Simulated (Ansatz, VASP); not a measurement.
# Cross-check of H between VASP and Ansatz

One calculation is typed for both programs; each brings its own data sets. How far apart do they land? The two relaxations start from unlike cells of this crystal (the structure described is Ansatz's start), so only their ends are compared.

Program: Ansatz 0.2.0. Level of theory: plane waves, with VASP 6.6.1 beside it; relaxation of cell and atoms at PBEsol. Results are calculated unless marked as measured.

### 1. Set-up

Symmetry: I4/mmm, No. 139, tetragonal system. Conventional cell: a = 3.449 Å, b = 3.449 Å, c = 4.419 Å, α = 90.00°, β = 90.00°, γ = 90.00°. H has 1 H at 0.76 Å nearest.

### 2. Ansatz: relaxation of cell and atoms, PBEsol

Ansatz runs on norm-conserving files, of PseudoDojo where its log says so.

The relaxed volume is the usual yardstick between codes: in a stiff, nearly cubic crystal its relative difference is about their pressure difference at one cell divided by the bulk modulus.

File input.yaml:

```yaml
crystal:
  lattice:
    - [-1.7247414936, 1.7247414936, 2.2095544815]
    - [1.7247414936, -1.7247414936, 2.2095544815]
    - [1.7247414936, 1.7247414936, -2.2095544815]
  atoms:
    - { symbol: H, position: [0.9142020528, 0.9142020528, 0.0] }
    - { symbol: H, position: [0.0857979472, 0.0857979472, 0.0] }
kpoints:
  mp_grid: { grid: [10, 10, 10] }
hamiltonian:
  xc: pbesol
  pseudopotentials: { kind: nc }
scf:
  occupations: { method: gaussian, width: 0.02 }
output:
  forces: true
  stress: true
  eigenvalues: true
relax:
  adjacent_minimum: "off"
  f_tol: 0.005
  max_steps: 80
  cell: { stress_tol: 0.05 }
```

Launch:

```sh
$ ansatz run input.yaml --threads 4 --pin off --max-ram 9216MiB --backend cpu --events-out ev --progress --plain --runs-dir out
```

Numbers of over 12 decimals in the logs are rounded to 6 here.

What it wrote:

```text
Engine: ansatz 0.2.0, x86_64-unknown-linux-gnu
Pseudopotentials: kind: nc
Pseudopotential: H, nc, valence charge 1, recommended cutoff 979.609905 eV (normal), H.nc.azcp (PseudoDojo's, or run here from an input of PseudoDojo's: the run reads no file of this project's for it)
Functional definition: PBEsol
  exchange = pbesol_x
  correlation = pbesol_c
Crystal: 2 atoms, lattice volume = 26.291 Å³
Basis set: ecut = 979.609905 eV, 1819 PW (Γ), exchange–correlation on 72×72×72 points (8 copies of the dense FFT grid, shifted against one another)
Bands: 5, of which v1, the nominal top of the filled ones, is band 1 counted from 1 (0 counted from 0)
Symmetry: 16 space group operations
Space group: I4/mmm (ITA 139), of the structure as read, at distance tolerance 3.0e-5 Å
k-points: 102 of 1000
Non-local potential: H, projectors of the file, l = 0: 2, l = 1: 1
Initial density: superposition of atomic densities (chi_scale 0.1, normalization cell)
Initial wavefunctions: pseudopotential atomic-orbital guess
Functional: x = pbesol(κ = 0.804, μ = 0.123457), c = pbesol(β = 0.046)
SCF iter   1: F=—  HF=-31.782382 eV  |F-HF|=—  |Δ(HF+E_count)|=         —  Δρ=8.39e-2  dr2=1.43e0  ethr=3.10e-3  ⟨swp⟩=4.6  Hψ=5066  notcnv=0
preconditioner: auto → none  [insulator: Δε(μ)=10.419 eV  Ē_g=17.283 eV  σ=0.020 eV  W_gap=1.00  n_scr=0 (ndim 8)  ℏωp=10.2 eV  f_vac=0.000  D(μ)=0.00/eV (n_scr^D=0)  ε∞_Penn≈1.4]
SCF iter   2: F=—  HF=-31.308086 eV  |F-HF|=—  |Δ(HF+E_count)|=   4.74e-1  Δρ=3.08e-2  dr2=2.00e-1  ethr=3.10e-3  ⟨swp⟩=3.4  Hψ=1971  notcnv=0
SCF iter   3: F=—  HF=-31.232001 eV  |F-HF|=—  |Δ(HF+E_count)|=   7.61e-2  Δρ=1.22e-3  dr2=1.70e-4  ethr=3.10e-3  ⟨swp⟩=3.1  Hψ=1160  notcnv=0
SCF iter   4: F=—  HF=-31.232051 eV  |F-HF|=—  |Δ(HF+E_count)|=   5.03e-5  Δρ=1.51e-4  dr2=7.22e-6  ethr=8.49e-6  ⟨swp⟩=2.8  Hψ=1021  notcnv=0
SCF iter   5: F=—  HF=-31.232056 eV  |F-HF|=—  |Δ(HF+E_count)|=   4.76e-6  Δρ=1.26e-5  dr2=4.53e-8  ethr=5.00e-9  ⟨swp⟩=5.5  Hψ=3384  notcnv=0
SCF iter   6: F=-31.232056 eV  HF=-31.232056 eV  |F-HF|=7.75e-10  |Δ(HF+E_count)|=   7.59e-8  Δρ=1.04e-6  dr2=1.65e-10  ethr=2.26e-9  ⟨swp⟩=2.0  Hψ=1444  notcnv=0
SCF 1 converged in 6 iterations: F = -31.232056 eV  dr2 = 1.65e-10
relax step   1: F+E_penalty+E_count = -31.23205572 eV  Δ(F+E_penalty+E_count) = +0.000e0 eV  max|allowed force component| = 7.355e-4 eV/Å  Δτ_max = 0.0000 Å  P = +0.034 GPa  Ω = 26.291 Å³  (6 SCF iters, dr2 threshold 1.00e-7 eV, accepted)
Initial density: handed on by an earlier stage of this run
Initial wavefunctions: pseudopotential atomic-orbital guess (no wavefunctions were taken with the density)
iter 1 solved again at ethr=1.36e-7 eV; its pass at ethr=3.10e-3 eV (dr2=2.72e-6 eV) is discarded
SCF iter   1: F=—  HF=-31.232056 eV  |F-HF|=—  |Δ(HF+E_count)|=         —  Δρ=1.09e-6  dr2=1.55e-10  ethr=1.36e-7  ⟨swp⟩=3.2  Hψ=6594  notcnv=0
eigensolver tolerance schedule: the retry pair's looser diagonalisation over-reported the residual by 17595.20 of it (diagonalisation noise at 3.39 of the residual, at the tolerance the schedule requests for it); recorded, not acted on — ethr = c·dr2/N_el stays at c = 1.0e-1
preconditioner: auto → none  [insulator: Δε(μ)=8.883 eV  Ē_g=16.014 eV  σ=0.020 eV  W_gap=1.00  n_scr=0 (ndim 8)  ℏωp=10.2 eV  f_vac=0.018  D(μ)=0.00/eV (n_scr^D=0)  ε∞_Penn≈1.4]
SCF iter   2: F=—  HF=-31.232056 eV  |F-HF|=—  |Δ(HF+E_count)|=   6.36e-8  Δρ=5.60e-7  dr2=6.37e-11  ethr=7.73e-12  ⟨swp⟩=2.8  Hψ=691  notcnv=0
SCF iter   3: F=-31.232056 eV  HF=-31.232056 eV  |F-HF|=1.95e-11  |Δ(HF+E_count)|=  2.47e-10  Δρ=1.58e-7  dr2=3.83e-12  ethr=1.00e-12  ⟨swp⟩=3.9  Hψ=1769  notcnv=0
SCF 2 converged in 3 iterations: F = -31.232056 eV  dr2 = 3.83e-12
relax step   2: F+E_penalty+E_count = -31.23205572 eV  Δ(F+E_penalty+E_count) = -8.387e-11 eV  max|allowed force component| = 7.420e-4 eV/Å  Δτ_max = 0.0000 Å  P = +0.034 GPa  Ω = 26.291 Å³  stress off target by 3.73e-2 GPa  SCF on the basis re-selected at this cell (its energy is not comparable with the rows above)  (3 SCF iters)
basis re-selected at this cell: Δ(F+E_penalty+E_count) = -8.387e-11 eV, ΔP = -0.000 GPa vs the last step (what re-selecting the basis moved, of the pressure what is left beyond the Pulay correction that the steps carried, after the strain that the cell walked since its last selection, with what the two solves' SCF thresholds leave and, on support functions, any second-order correction that the steps lacked; it is no  [...]
SCF converged after 3 iterations
Free energy (F): -31.232056 eV
Harris-Foulkes:  -31.232056 eV  (|F-HF|=1.95e-11)
Internal energy: -31.232056 eV  (E = F + TS)
E sigma→0 (E₀):  -31.232056 eV
Fermi energy:    -3.624514 eV
--- Per-component energies (eV) ---
  E_band       = -17.552458
  E_kinetic    = 29.515675
  E_local      = -39.845551  (includes V_loc(G=0)·N_el)
  E_nonlocal   = -5.185035
  E_hartree    = 10.675005
  E_xc         = -18.052273
  E_vxc        = -23.387559  (∫ρ·V_xc dr)
  E_ewald      = -8.339878
  E_smearing   = -0.000000  (= −TS)
  E_closure    = 0.000000  (closes the sum)
  Σ components = -31.232056   (vs F -31.232056, Δ=0.00e0)
--- Forces (eV/Å), atoms counted from 1 ---
  atom   1  H     -0.00000000    -0.00000000    -0.00074199
  atom   2  H      0.00000000    -0.00000000     0.00074199
  max |Σ_I F_I| component: 3.04e-18 eV/Å
--- Stress (GPa, compression-positive) ---
        0.032557      -0.000000      -0.000000
       -0.000000       0.032557       0.000000
       -0.000000       0.000000       0.037265
  P = ⅓ Tr σ = 0.0341 GPa (0.341 kbar)
--- Band table (eV; the first three rows and the last of 102) ---
  k-point 0: bands = ["-10.0551", "4.8739", "8.2396", "14.2270", "14.2270"]
  k-point 1: bands = ["-9.9280", "4.5687", "7.8151", "13.2554", "14.6777"]
  k-point 2: bands = ["-9.5765", "3.8927", "6.9342", "11.8209", "12.8833"]
  k-point 101: bands = ["-8.0659", "1.5151", "6.9441", "7.8794", "7.8794"]
--- Relaxed structure (1 steps of the walk, 1 accepted, 1 SCFs on fresh bases) ---
  F+E_penalty+E_count = -31.23205572 eV   max|allowed force component| = 7.420e-4 eV/Å   (the final SCF, on the basis selected at the relaxed cell)
  cell:  # Å, volume = 26.2913 Å³
    - [-1.7247414936, 1.7247414936, 2.2095544815]
    - [1.7247414936, -1.7247414936, 2.2095544815]
    - [1.7247414936, 1.7247414936, -2.2095544815]
  atoms:
    - { symbol: H, position: [0.9142020528, 0.9142020528, 0.0] }
    - { symbol: H, position: [0.0857979472, 0.0857979472, 0.0] }
```

### 3. VASP: relaxation of cell and atoms, PBEsol

Its own start cell and the same functional, mesh and smearing now go to VASP, with its own data sets.

Lines of VASP's logs that name or quote its potential files are left out, and so is its time.

File INCAR:

```
SYSTEM = H
PREC = Accurate
ENCUT = 500
EDIFF = 1E-07
NELM = 120
ISMEAR = 0
SIGMA = 0.02
LREAL = .FALSE.
ALGO = Normal
GGA = PS
NBANDS = 7
LORBIT = 11
LWAVE = .FALSE.
LCHARG = .FALSE.
ISIF = 3
IBRION = 2
NSW = 80
EDIFFG = -0.005
LASPH = .TRUE.
GGA_COMPAT = .FALSE.
NELMIN = 4
EFERMI = MIDGAP
```

File POSCAR:

```
H
1.0
   -1.6543223457      1.6543223457      2.1084661586
    1.6543223457     -1.6543223457      2.1084661586
    1.6543223457      1.6543223457     -2.1084661586
H
2
Direct
    0.9099531623      0.9099531623      0.0000000000
    0.0900468377      0.0900468377      0.0000000000
```

File KPOINTS:

```
Automatic mesh
0
Gamma
10 10 10
0 0 0
```

The projector-augmented-wave data sets are H (PBE family, release 64).

Launch:

```sh
$ mpirun -np 1 vasp_std
```

What it wrote:

```text
[banner, memory and clock lines left out]
running    1 mpi-ranks, on    1 nodes
 distrk:  each k-point on    1 cores,    1 groups
 distr:  one band on    1 cores,    1 groups

 POSCAR found type information on POSCAR H
 POSCAR found :  1 types and       2 ions
|                                                                             |
|               ----> ADVICE to this user running VASP <----                  |
|                                                                             |
|     You enforced a specific xc type in the INCAR file but a different       |
|     [... a line on the potential file left out ...]
|     I HOPE YOU KNOW WHAT YOU ARE DOING!                                     |
|                                                                             |

 LDA part: xc-table for (Slater+PW92), standard interpolation
 POSCAR, INCAR and KPOINTS ok, starting setup
 FFT: planning ... GRIDC
 FFT: planning ... GRID_SOFT
 FFT: planning ... GRID
 WAVECAR not read
 entering main loop
       N       E                     dE             d eps       ncg     rms          rms(c)
DAV:   1    -0.671135285823E+01   -0.67114E+01   -0.46642E+02  1428   0.179E+02
DAV:   2    -0.701092939190E+01   -0.29958E+00   -0.29958E+00  1890   0.108E+01
DAV:   3    -0.701133523946E+01   -0.40585E-03   -0.40585E-03  1596   0.376E-01
DAV:   4    -0.701133576265E+01   -0.52319E-06   -0.52319E-06  1981   0.142E-02
DAV:   5    -0.701133576314E+01   -0.49788E-09   -0.49790E-09  1652   0.315E-04    0.415E+00
DAV:   6    -0.667047431152E+01    0.34086E+00   -0.18890E-01  1470   0.151E+00    0.226E+00
DAV:   7    -0.652119531086E+01    0.14928E+00   -0.34852E-01  1477   0.219E+00    0.237E-01
DAV:   8    -0.652544335424E+01   -0.42480E-02   -0.60495E-03  1519   0.314E-01    0.101E-01
DAV:   9    -0.652521484183E+01    0.22851E-03   -0.65810E-04  1778   0.112E-01    0.121E-02
DAV:  10    -0.652522626391E+01   -0.11422E-04   -0.99023E-06  1624   0.190E-02    0.273E-03
DAV:  11    -0.652522867102E+01   -0.24071E-05   -0.25153E-06  1589   0.800E-03    0.305E-04
DAV:  12    -0.652522884529E+01   -0.17426E-06   -0.44296E-08  1757   0.133E-03    0.267E-04
DAV:  13    -0.652522886698E+01   -0.21694E-07   -0.65608E-09  1582   0.476E-04
   1 F= -.65252289E+01 E0= -.65252289E+01  d E =-.652523E+01
[... from here on, the cycles between the ionic steps are left out ...]
   2 F= -.65252423E+01 E0= -.65252423E+01  d E =-.134119E-04
   3 F= -.65252433E+01 E0= -.65252433E+01  d E =-.144810E-04
   4 F= -.65252480E+01 E0= -.65252480E+01  d E =-.468057E-05
   5 F= -.65252619E+01 E0= -.65252619E+01  d E =-.185493E-04
   6 F= -.65252889E+01 E0= -.65252889E+01  d E =-.455334E-04
   7 F= -.65253398E+01 E0= -.65253398E+01  d E =-.964986E-04
   8 F= -.65254297E+01 E0= -.65254297E+01  d E =-.186337E-03
   9 F= -.65255604E+01 E0= -.65255604E+01  d E =-.317026E-03
  10 F= -.65256196E+01 E0= -.65256196E+01  d E =-.376230E-03
  11 F= -.65256308E+01 E0= -.65256308E+01  d E =-.387459E-03
  12 F= -.65256165E+01 E0= -.65256165E+01  d E =0.143336E-04
 trial-energy change:    0.000014  1 .order    0.000014   -0.000006    0.000035
 step:   0.2891(harm=  0.2891)  dis= 0.00012  next Energy=    -6.525631 (dE=-0.458E-06)
 bond charge predicted
       N       E                     dE             d eps       ncg     rms          rms(c)
DAV:   1    -0.652563834335E+01   -0.21858E-04   -0.81500E-04  1428   0.139E-01    0.180E-02
DAV:   2    -0.652563305325E+01    0.52901E-05   -0.67543E-06  1477   0.136E-02    0.102E-02
DAV:   3    -0.652563119189E+01    0.18614E-05   -0.59728E-06  1554   0.877E-03    0.657E-04
DAV:   4    -0.652563123282E+01   -0.40923E-07   -0.60667E-08  1330   0.146E-03
  13 F= -.65256312E+01 E0= -.65256312E+01  d E =-.426234E-06
 curvature:  -0.95 expect dE=-0.501E-09 dE for cont linesearch -0.124E-09
 trial: gam= 0.00000 g(F)=  0.319E-09 g(S)=  0.207E-09 ort =-0.522E-07 (trialstep = 0.160E+01)
 search vector abs. value=  0.626E-09
 reached required accuracy - stopping structural energy minimisation
```

OUTCAR, selected parts (step 3):

```text
ion  position               nearest neighbor table
   1  0.910  0.910  0.000-   2 0.76
   2  0.090  0.090  0.000-   1 0.76

  LATTYP: Found a body centered tetragonal cell.
 ALAT       =     3.3086446914
 C/A-ratio  =     1.2745195421

 Subroutine GETGRP returns: Found 16 space group operations
 (whereof 16 operations were pure point group operations)

The static configuration has the point symmetry D_4h.

 Found    102 irreducible k-points:

   k-points           NKPTS =    102   k-points in BZ     NKDIM =    102   number of bands    NBANDS=      7

   dimension x,y,z NGX =    24 NGY =   24 NGZ =   24
   dimension x,y,z NGXF=    48 NGYF=   48 NGZF=   48

   ENCUT  =  500.0 eV  36.75 Ry    6.06 a.u.   5.74  5.74  5.74*2*pi/ulx,y,z

   NELECT =       2.0000    total number of electrons

 k-points in reciprocal lattice and weights: Automatic mesh
   0.00000000  0.00000000  0.00000000       0.001
   0.10000000  0.00000000 -0.00000000       0.008
   0.20000000  0.00000000 -0.00000000       0.008
   0.30000000  0.00000000  0.00000000       0.008
   0.40000000  0.00000000  0.00000000       0.008
   0.50000000  0.00000000 -0.00000000       0.004
   0.10000000  0.10000000 -0.00000000       0.008
   0.20000000  0.10000000 -0.00000000       0.016
   0.30000000  0.10000000 -0.00000000       0.016
[...]
-0.40000000 -0.40000000  0.40000000       0.002
   0.50000000  0.50000000  0.50000000       0.001

 average (electrostatic) potential at core
       1 -39.4757       2 -39.4757

 E-fermi :  -3.4782

 k-point     1 :       0.0000    0.0000    0.0000
  band No.  band energies     occupation
      1     -10.4618      2.00000
      2       6.2108      0.00000
      3       9.4021      0.00000
      4      16.1716      0.00000
      5      16.1716      0.00000
      6      18.1387      0.00000
    ...

 k-point     2 :       0.1000    0.0000   -0.0000
  band No.  band energies     occupation
      1     -10.3243      2.00000
      2       5.5408      0.00000
      3       9.6630      0.00000
      4      14.8167      0.00000
      5      15.3829      0.00000
      6      18.3093      0.00000
    ...

 k-point     3 :       0.2000    0.0000   -0.0000
  band No.  band energies     occupation
      1      -9.9369      2.00000
      2       4.0911      0.00000
      3       9.9799      0.00000
      4      12.8302      0.00000
      5      14.3677      0.00000
      6      18.5771      0.00000
    ...

  Total       -0.0000279     -0.0000279      0.0000837      0.0000000      0.0000000      0.0000000
  in kB       -0.0020410     -0.0020410      0.0061107      0.0000000      0.0000000      0.0000000
  external PRESSURE =       0.0006762 kB  Pullay stress =       0.0000000 kB

  energy-cutoff  :      500.00
  volume of cell :       21.94
      direct lattice vectors                 reciprocal lattice vectors
    -1.627821385  1.627821385  2.069885174     0.000000000  0.307159007  0.241559293
     1.627821385 -1.627821385  2.069885174     0.307159007  0.000000000  0.241559293
     1.627821385  1.627821385 -2.069885174     0.307159007  0.307159007  0.000000000

 POSITION                                       TOTAL-FORCE (eV/Angst)
 -----------------------------------------------------------------------------------
      0.00000      0.00000      3.75991         0.000000      0.000000      0.000058
      0.00000      0.00000      0.37986        -0.000000     -0.000000     -0.000058
 -----------------------------------------------------------------------------------
    total drift:                                0.000000      0.000000     -0.000000

  FREE ENERGIE OF THE ION-ELECTRON SYSTEM (eV)
  ---------------------------------------------------
  free  energy   TOTEN  =        -6.5256312328 eV

  energy  without entropy=       -6.5256312328  energy(sigma->0) =       -6.52563123

 reached required accuracy - stopping structural energy minimisation

 total charge
# of ion       s       p       d       tot
------------------------------------------
    1        0.595   0.027   0.000   0.622
    2        0.595   0.027   0.000   0.622
--------------------------------------------------
tot          1.190   0.053   0.000   1.243

[... 3 further parts left out ...]
```

CONTCAR:

```
H
   1.00000000000000
    -1.6278213850899828    1.6278213850899828    2.0698851737444866
     1.6278213850899828   -1.6278213850899828    2.0698851737444866
     1.6278213850899828    1.6278213850899828   -2.0698851737444866
  H
     2
Direct
     0.9082413384940825    0.9082413384940825    0.0000000000000000
     0.0917586615059174    0.0917586615059174    0.0000000000000000
```

The run keeps the 16 symmetry operations of its start, so it cannot find a distortion of lower symmetry.

### 4. Side by side

Known differences besides the potentials themselves: the cutoff is 979.61 eV in Ansatz and 500 eV in VASP; Ansatz adds a Pulay correction to the stress that steers its cell, VASP none. Total energies have different zeros and are not compared.

Compared:

```tsv
quantity	Ansatz	VASP	difference
volume (Å³)	26.29	21.94	+19.84 %
edge a after relaxation, in the typed setting (Å)	3.291	3.096	+6.31 %
```

### 5. What came out

| Quantity | Value |
| --- | --- |
| difference in volume (relaxation of cell and atoms, PBEsol) | 20 % |

What this shows: The difference in volume is 20 % (relaxation of cell and atoms, PBEsol), beyond the 1.2 % picked in this series as the mark of a large difference, as far as the stopping tolerances let one tell. What causes the difference of the relaxation of cell and atoms, PBEsol pair stays open here. Such differences can come from data sets, numerical settings and the points named under the comparisons, not from the functional's error against experiment.

[Lines on the potential files, build, host, timing and source positions are cut from VASP's logs without a mark.]

[Logs are printed without paths, hosts, clocks, repeated set-up lines and the standing remarks that a program may print on its own settings, such as how far it seeks lower states.]

[Hosts, paths, dates, database ids (printed as entryN), source tags and the programs' standing remarks are cut or masked in the printed files.]
